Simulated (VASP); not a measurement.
```
AlZr
1.0
    1.66748    -5.42193     0.00000
    1.66748     5.42193     0.00000
    0.00000     0.00000     4.25551
Zr Al
2 2
Direct
  0.16049   0.83951   0.75000
  0.83951   0.16049   0.25000
  0.42837   0.57163   0.75000
  0.57163   0.42837   0.25000
```

These are PBEsol GGA, VASP's PBE PAW potentials (set 64) (plane waves; VASP) values and carry that method's errors. Numerical set-up: 400 eV cut-off, 11×11×8 Γ-centred mesh, tetrahedra with Blöchl corrections, potentials Zr_sv Al.

The cores are frozen, which limits the accuracy of field gradients.

Give the principal components of the electric field gradient (V/Å²) and the asymmetry η at each nucleus.

| atom | Vxx | Vyy | Vzz | η |
|---|---|---|---|---|
| Zr1 | 69.7 | 21.2 | -90.9 | 0.53 |
| Zr2 | 69.7 | 21.2 | -90.9 | 0.53 |
| Al3 | -13.1 | -8.6 | 21.7 | 0.21 |
| Al4 | -13.1 | -8.6 | 21.7 | 0.21 |

The structure comes from a computed database's ZrAl entry (Cmcm); how it stands against other phases isn't given here. It was relaxed first.
